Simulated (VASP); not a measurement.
# SrCI (P4/nmm) in VASP: single point with r2SCAN

Aim: the single point of SrCI with r2SCAN.

All numbers are computed with VASP 6.6.1; they aren't measurements. Logs are shortened: lines on timing, memory, paths and dates and some standing lists are left out, and cuts for length are marked.

### 1 The crystal as given

The structure is tetragonal, space group P4/nmm (No. 129). The conventional cell has a = 4.369 Å, b = 4.369 Å, c = 8.446 Å, α = 90.00°, β = 90.00°, γ = 90.00°. Around Sr (site symmetry 4mm) lie 4 C at 2.76 Å. C (site symmetry -4m2) is surrounded by 4 Sr at 2.76 Å and 4 C at 3.09 Å. I (site symmetry 4mm) has 4 Sr at 3.20 Å and 4 C at 3.35 Å as nearest neighbours.

The cell was built by a generator and needn't be a form met in nature.

### 2 Single point, r2SCAN

POSCAR reads:

```
SrCI
1.0
    4.3691290000      0.0000000000      0.0000000000
    0.0000000000      4.3691290000      0.0000000000
    0.0000000000      0.0000000000      8.4463820000
Sr C I
2 2 2
Direct
    0.0000000000      0.5000000000      0.2000000000
    0.5000000000      0.0000000000      0.8000000000
    0.0000000000      0.0000000000      0.0000000000
    0.5000000000      0.5000000000      0.0000000000
    0.0000000000      0.5000000000      0.7000000000
    0.5000000000      0.0000000000      0.3000000000
```

INCAR.step1 reads:

```
  ALGO = Normal
  EDIFF = 1E-4
  ENCUT = 520
  GGA = PE
  ISMEAR = -5
  LASPH = T
  LCHARG = F
  LREAL = F
  LWAVE = T
  NELM = 60
  PREC = Accurate
  SIGMA = 0.1
```

INCAR.step2 reads:

```
  ALGO = Normal
  EDIFF = 1E-7
  ENCUT = 520
  ISIF = 2
  ISMEAR = -1
  ISTART = 1
  LASPH = T
  LCHARG = F
  LMIXTAU = T
  LORBIT = 11
  LREAL = F
  LWAVE = F
  METAGGA = R2SCAN
  NELM = 60
  PREC = Accurate
  SIGMA = 0.1
```

KPOINTS reads:

```
k-points
0
Gamma
  8 8 4
```

Potentials or basis: VASP PAW PBE potentials, release 64 (Sr_sv, C, I).

Run with:

```console
cat potpaw_PBE.64/Sr_sv/POTCAR potpaw_PBE.64/C/POTCAR potpaw_PBE.64/I/POTCAR > POTCAR
cp INCAR.step1 INCAR
mpirun -np 1 vasp_std > vasp.out
cp INCAR.step2 INCAR
mpirun -np 1 vasp_std > vasp.out
```

OUTCAR:

```text
EDIFF = 1E-7
   ENCUT = 520
   ISIF = 2
   ISMEAR = -1
   ISTART = 1
   LASPH = T
   LORBIT = 11
   LREAL = F
   METAGGA = R2SCAN
   NELM = 60
   PREC = Accurate

 ion  position               nearest neighbor table
   1  0.000  0.500  0.200-   3 2.76   4 2.76   3 2.76   4 2.76   6 3.20   6 3.20   6 3.20   6 3.20
                             5 4.22   5 4.22   2 4.58   2 4.58   2 4.58   2 4.58
   2  0.500  0.000  0.800-   3 2.76   4 2.76   4 2.76   3 2.76   5 3.20   5 3.20   5 3.20   5 3.20
                             6 4.22   6 4.22   1 4.58   1 4.58   1 4.58   1 4.58
   3  0.000  0.000  0.000-   1 2.76   2 2.76   1 2.76   2 2.76
   4  0.500  0.500  0.000-   1 2.76   2 2.76   2 2.76   1 2.76
   5  0.000  0.500  0.700-   2 3.20   2 3.20   2 3.20   2 3.20   1 4.22   1 4.22
   6  0.500  0.000  0.300-   1 3.20   1 3.20   1 3.20   1 3.20   2 4.22   2 4.22

  LATTYP: Found a simple tetragonal cell.
 ALAT       =     4.3691290000
 C/A-ratio  =     1.9331958383

  Lattice vectors:

 A1 = (   4.3691290000,   0.0000000000,   0.0000000000)
 A2 = (   0.0000000000,   4.3691290000,   0.0000000000)
 A3 = (   0.0000000000,   0.0000000000,   8.4463820000)

Analysis of symmetry for initial positions (statically):
=====================================================================
 Subroutine PRICEL returns:
 Original cell was already a primitive cell.

 Routine SETGRP: Setting up the symmetry group for a
 simple tetragonal supercell.

 Subroutine GETGRP returns: Found 16 space group operations
 (whereof  8 operations were pure point group operations)
 out of a pool of 16 trial point group operations.

The static configuration has the point symmetry D_2d.
 The point group associated with its full space group is D_4h.

Analysis of symmetry for dynamics (positions and initial velocities):
=====================================================================
 Subroutine PRICEL returns:
 Original cell was already a primitive cell.

 Routine SETGRP: Setting up the symmetry group for a
 simple tetragonal supercell.

 Subroutine GETGRP returns: Found 16 space group operations
 (whereof  8 operations were pure point group operations)
 out of a pool of 16 trial point group operations.

The dynamic configuration has the point symmetry D_2d.
 The point group associated with its full space group is D_4h.

 Subroutine INISYM returns: Found 16 space group operations
 (whereof  8 operations are pure point group operations),
 and found     1 'primitive' translations

[... 109 lines left out ...]
   ISYM   =      2    0-nonsym 1-usesym 2-fastsym
   POTIM  = 0.5000    time-step for ionic-motion
   TEBEG  =    0.0;   TEEND  =   0.0 temperature during run
   PSTRESS=    0.0 pullay stress
   NELECT =      42.0000    total number of electrons
   NUPDOWN=      -1.0000    fix difference up-down
   EMIN   =  10.00;   EMAX   =-10.00  energy-range for DOS
   EFERMI =   0.00;   METHOD = LEGACY
   ISMEAR =    -1;   SIGMA  =   0.10  broadening in eV -4-tet -1-fermi 0-gaus
   EFERMI_NEDOS =   21; number of points for ismear=-14 and -15
   IALGO  =     38    algorithm
   IMIX   =      4    mixing-type and parameters
     AMIX     =   0.40;   BMIX     =  1.00
     AMIX_MAG =   1.60;   BMIX_MAG =  1.00
  volume/ion in A,a.u.               =      26.87       181.35
  Fermi-wavevector in a.u.,A,eV,Ry     =   1.045533  1.975771 14.873065  1.093139
  Thomas-Fermi vector in A             =   2.180333
   LORBIT       =     11    0 simple, 1 ext, 2 COOP (PROOUT), +10 PAW based schemes
   METAGGA = R2SCAN    functional components
   LHFCALC =     F    Hartree Fock is set to
   AEXX    =    0.0000 exact exchange contribution
   IVDW    =     0    specifies the selected vdW correction
   LEPSILON=     F    determine dielectric tensor
   LRPA    =     F    only Hartree local field effects (RPA)
 non-spin polarized calculation
  energy-cutoff  :      520.00
  volume of cell :      161.24
 maximum number of plane-waves:      4376
   NGX = 17   NGY = 17   NGZ = 31

 number of electron      41.9999998 magnetization

 Free energy of the ion-electron system (eV)
  ---------------------------------------------------
  ext. energy  EPLUGINS =         0.00000000
  ---------------------------------------------------
  free energy    TOTEN  =       -95.32407002 eV

  energy without entropy =      -95.12749507  energy(sigma->0) =      -95.22578254

 E-fermi :   3.4489     XC(G=0):  -9.4058

 val. band max:        3.4436060701   @ k =   0.5000   0.2500   0.2500
 cond. band min:       3.4612348112   @ k =   0.3750   0.3750   0.5000
 fundamental gap:      0.0176287411
 Fermi energy:         3.4489050321

 k-point     1 :       0.0000    0.0000    0.0000
  band No.  band energies     occupation
      1     -32.2817      2.00000
      2     -32.2757      2.00000
      3     -13.8901      2.00000
      4     -13.7590      2.00000
      5     -13.7590      2.00000
      6     -13.7388      2.00000
[... 661 lines left out ...]
     24       4.0578      0.00452
     25       7.8983      0.00000

 [... further k-points ...]
[... 5 lines left out ...]
  --------------------------------------------------------------------------------------
  -------------------------------------------------------------------------------------
  Total        1.4770758      1.4770758      1.9383314      0.0000000      0.0000000      0.0000000
  in kB       14.6775273     14.6775273     19.2609699      0.0000000      0.0000000      0.0000000
  external PRESSURE =      16.2053415 kB  Pullay stress =       0.0000000 kB

 VOLUME and BASIS-vectors are now :
 -----------------------------------------------------------------------------
  energy-cutoff  :      520.00
  volume of cell :      161.24
      direct lattice vectors                 reciprocal lattice vectors
     4.369129000  0.000000000  0.000000000     0.228878571  0.000000000  0.000000000
     0.000000000  4.369129000  0.000000000     0.000000000  0.228878571  0.000000000
     0.000000000  0.000000000  8.446382000     0.000000000  0.000000000  0.118393887

 POSITION                                       TOTAL-FORCE (eV/Angst)
 -----------------------------------------------------------------------------------
      0.00000      2.18456      1.68928         0.000000      0.000000     -0.527745
      2.18456      0.00000      6.75711        -0.000000      0.000000      0.527745
      0.00000      0.00000      0.00000        -0.000000      0.000000      0.000000
      2.18456      2.18456      0.00000        -0.000000     -0.000000      0.000000
      0.00000      2.18456      5.91247         0.000000      0.000000     -1.106545
      2.18456      0.00000      2.53391        -0.000000      0.000000      1.106545
 -----------------------------------------------------------------------------------
    total drift:                                0.000000     -0.000000      0.000000

  FREE ENERGIE OF THE ION-ELECTRON SYSTEM (eV)
  ---------------------------------------------------
  free  energy   TOTEN  =       -95.3240700160 eV

  energy  without entropy=      -95.1274950698  energy(sigma->0) =      -95.22578254

 total charge

# of ion       s       p       d       tot
------------------------------------------
    1        2.010   5.870   0.252   8.132
    2        2.010   5.870   0.252   8.132
    3        0.997   1.095   0.000   2.091
    4        0.997   1.095   0.000   2.091
    5        1.506   2.877   0.017   4.400
    6        1.506   2.877   0.017   4.400
--------------------------------------------------
tot          9.024  19.685   0.537  29.246
```

OUTCAR.step1:

```text
EDIFF = 1E-4
   ENCUT = 520
   GGA = PE
   ISMEAR = -5
   LASPH = T
[... 915 lines left out ...]
      0.00000      0.00000      0.00000         0.000000     -0.000000      0.000000
      2.18456      2.18456      0.00000         0.000000      0.000000      0.000000
      0.00000      2.18456      5.91247        -0.000000     -0.000000     -0.912807
      2.18456      0.00000      2.53391         0.000000      0.000000      0.912807
 -----------------------------------------------------------------------------------
    total drift:                                0.000000     -0.000000      0.000000

  FREE ENERGIE OF THE ION-ELECTRON SYSTEM (eV)
  ---------------------------------------------------
  free  energy   TOTEN  =       -20.2898225180 eV

  energy  without entropy=      -20.2898225180  energy(sigma->0) =      -20.28982252
```

OSZICAR.step1:

```text
N       E                     dE             d eps       ncg     rms          rms(c)
DAV:   1     0.251333800608E+03    0.25133E+03   -0.19299E+04  2250   0.147E+03
DAV:   2    -0.651155398428E+00   -0.25198E+03   -0.25019E+03  2978   0.293E+02
DAV:   3    -0.211897665220E+02   -0.20539E+02   -0.20363E+02  3452   0.744E+01
DAV:   4    -0.222510643836E+02   -0.10613E+01   -0.10549E+01  3148   0.158E+01
DAV:   5    -0.223040240486E+02   -0.52960E-01   -0.52920E-01  3057   0.249E+00    0.296E+01
DAV:   6    -0.204102300688E+02    0.18938E+01   -0.30584E+01  2805   0.178E+01    0.150E+01
DAV:   7    -0.203045567125E+02    0.10567E+00   -0.22503E+00  2613   0.683E+00    0.753E+00
DAV:   8    -0.203357684308E+02   -0.31212E-01   -0.89168E-01  2638   0.384E+00    0.135E+00
DAV:   9    -0.202867905833E+02    0.48978E-01   -0.23704E-01  2523   0.181E+00    0.607E-01
DAV:  10    -0.202892156704E+02   -0.24251E-02   -0.40572E-02  3279   0.794E-01    0.296E-01
DAV:  11    -0.202896544977E+02   -0.43883E-03   -0.16083E-03  2303   0.195E-01    0.167E-01
DAV:  12    -0.202897426636E+02   -0.88166E-04   -0.13378E-03  2350   0.155E-01    0.273E-02
DAV:  13    -0.202898225180E+02   -0.79854E-04   -0.18283E-04  1551   0.651E-02
   1 F= -.20289823E+02 E0= -.20289823E+02  d E =0.000000E+00
```

Run time: 9.5 min. Hardware: 1 thread of Intel Xeon Platinum 8488C (Sapphire Rapids), shared host; peak memory 0.38 GiB.

What came out:

```
Free energy                                           : -95.3241 eV
Pressure                                              : 1.6 GPa
Largest force                                         : 1.107 eV/Å
Band gap on the k mesh                                : none (metal or under the smearing width)
Valence electrons inside the program's atomic spheres : Sr 8.13; C 2.09; I 4.40
```

Forces in eV/Å, atoms in the order of the input:
```
Sr   0.000  0.000 -0.528
Sr   0.000  0.000  0.528
C    0.000  0.000  0.000
C    0.000  0.000  0.000
I    0.000  0.000 -1.107
I    0.000  0.000  1.107
```

Stress tensor (GPa, compression positive):
```
1.47 0.00 0.00
0.00 1.47 0.00
0.00 0.00 1.93
```

Levels at points of the mesh, in eV from the Fermi level:
```tsv
k point	band 17	band 18	band 19	band 20	band 21	band 22	band 23	band 24	band 25
(0.00, 0.00, 0.00)	-2.54	-2.54	-1.39	-1.39	-0.95	0.58	1.68	1.68	2.97
(0.50, 0.00, 0.00)	-2.73	-2.73	-0.11	-0.11	-0.10	-0.10	0.20	0.20	4.39
(0.50, 0.50, 0.00)	-3.48	-3.48	-1.03	-1.03	-0.09	-0.09	1.90	1.90	4.96
(0.00, 0.00, 0.50)	-2.59	-2.06	-1.32	-1.32	-0.97	-0.08	1.67	1.67	3.35
(0.50, 0.00, 0.50)	-3.13	-3.13	-0.07	-0.07	0.16	0.16	0.33	0.33	4.31
(0.50, 0.50, 0.50)	-3.36	-3.36	-0.76	-0.76	-0.26	-0.26	1.90	1.90	4.47
```

Caveat: the PAW data sets were made with another functional, which shifts forces and pressure a little. The run has no spin-orbit coupling, so splittings on I are missing.
